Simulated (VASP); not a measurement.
Calculation: HSE06 screened hybrid, VASP's PBE PAW potentials (set 64) (plane waves; VASP).

A VASP calculation is set up with these files.

POSCAR:
```
Al35GaN36
1
    4.6932676572    -8.1289780179     0.0000000000
    4.6932676572     8.1289780179     0.0000000000
    0.0000000000     0.0000000000    10.0192026156
Al N Ga
35 36 1
Direct
  0.2219653655   0.1106558099   0.2496162843
  0.1104770670   0.2212365301   0.9997180357
  0.2219832554   0.1107644494   0.7494628562
  0.1097184217   0.2209204719   0.4995527263
  0.2209813749   0.4437571832   0.2478265361
  0.1104731736   0.5557399134   0.9996623338
  0.2205478289   0.4434530835   0.7518098384
  0.1097148991   0.5549584088   0.4995481005
  0.2220017940   0.7776738726   0.2496182985
  0.1110073708   0.8886811166   0.9996630007
  0.2220954626   0.7774400098   0.7494643642
  0.1107813332   0.8884105841   0.4995946785
  0.5553807254   0.1108873681   0.2498981530
  0.4440345642   0.2212734552   0.9996725598
  0.5554178187   0.1107751609   0.7495773259
  0.4442502426   0.2210111998   0.4996586967
  0.5557409283   0.4436388426   0.2479327526
  0.4442514485   0.5553311822   0.9992897822
  0.5558348044   0.4433766567   0.7517929231
  0.5558379568   0.7783404932   0.2479540102
  0.4440943562   0.8891765915   0.9997857562
  0.5559389598   0.7785841170   0.7517804616
  0.4443331362   0.8894111422   0.4996295251
  0.8887282236   0.1108267665   0.2497852633
  0.7777309804   0.2221372870   0.9996590021
  0.8885917777   0.1108331906   0.7494221407
  0.7774630155   0.2218445375   0.4994022461
  0.8886962677   0.4444330807   0.2498273766
  0.7783301802   0.5556967512   0.9998310485
  0.8884639215   0.4440384735   0.7494837698
  0.7781092428   0.5549874534   0.4996741685
  0.8888626842   0.7776925924   0.2497203436
  0.7783768571   0.8892232511   0.9997177562
  0.8886215184   0.7774313047   0.7496518858
  0.7781317635   0.8893394198   0.4996121665
  0.2218944943   0.1106936092   0.4411990737
  0.1105226748   0.2210609280   0.1905023839
  0.2219753828   0.1106667603   0.9406923732
  0.1108983688   0.2220073893   0.6911039127
  0.2136621259   0.4399253328   0.4378575674
  0.1104474366   0.5559231596   0.1904146819
  0.2210404703   0.4437601379   0.9427311350
  0.1108176866   0.5551334550   0.6911458574
  0.2219698194   0.7773290117   0.4412010756
  0.1109311939   0.8886231054   0.1910594260
  0.2220743330   0.7777777385   0.9406576819
  0.1108512895   0.8884623968   0.6908938475
  0.5552122795   0.1107102105   0.4411654571
  0.4437798205   0.2210502355   0.1904864877
  0.5556825179   0.1110362834   0.9407978463
  0.4442768652   0.2219130755   0.6911810745
  0.5590712548   0.4400320465   0.4379994186
  0.4441530677   0.5552234295   0.1908858113
  0.5558597961   0.4437714517   0.9426985672
  0.4439990462   0.5550633233   0.7005394555
  0.5590614135   0.7850750284   0.4379932405
  0.4438533320   0.8890714978   0.1905719780
  0.5558755838   0.7784746520   0.9427081961
  0.4443827578   0.8884526016   0.6911559486
  0.8884498614   0.1105727098   0.4410660946
  0.7777086779   0.2221371144   0.1910809699
  0.8886454854   0.1110541226   0.9406511399
  0.7774987570   0.2218927355   0.6908902374
  0.8884396419   0.4441002856   0.4410975621
  0.7784048472   0.5559269546   0.1906178895
  0.8885871464   0.4441547474   0.9407092880
  0.7772126298   0.5551274556   0.6912107787
  0.8884977222   0.7773694478   0.4412990852
  0.7785138311   0.8890957001   0.1904882670
  0.8889844224   0.7777264687   0.9408479257
  0.7773236957   0.8884286549   0.6911722620
  0.4437885501   0.5548669914   0.5011478354
```

### INCAR
```
# general
SYSTEM  =Al35GaN36
PREC    =Normal
ENCUT   =400
LREAL   =Auto
LASPH   =.True.
ISYM    =0
NELECT  =289.0

# electronic loop
EDIFF   =1E-5   # SCF stop (eV)
NELM    =50   # most electronic steps
NELMIN  =4
ALGO    =Normal
LMAXMIX =4

# smearing
ISMEAR  =0   # Gaussian
SIGMA   =0.05   # width (eV)

# functional
GGA     =PE   # PBE
LHFCALC =.True.
AEXX    =0.25
HFSCREEN=0.2
PRECFOCK=Fast

# spin
ISPIN   =2
MAGMOM  =72*0.0139
NUPDOWN =1

# ions
ISIF    =0

# output
LWAVE   =.False.
LCHARG  =.False.
LORBIT  =10
```

File KPOINTS:
```
Automatic mesh
0
Gamma
1 1 1
0 0 0
```

POTCAR, in this order: Al N Ga (PBE.64 set). Program: vasp_gam. Read from the step before: WAVECAR.

### Question
What will the output report for the number of irreducible k-points (NKPTS), largest plane-wave count, FFT grid (NGX, NGY, NGZ)?

### Answer

```
Item                                          Result
--------------------------------------  ------------
number of irreducible k-points (NKPTS)             1
largest plane-wave count                        6983
FFT grid (NGX, NGY, NGZ)                48 × 48 × 50
```

The cell is a supercell with a defect, built from AlN (wurtzite): Ga_Al, charge -1. The cell's shape comes from a PBE relaxation.
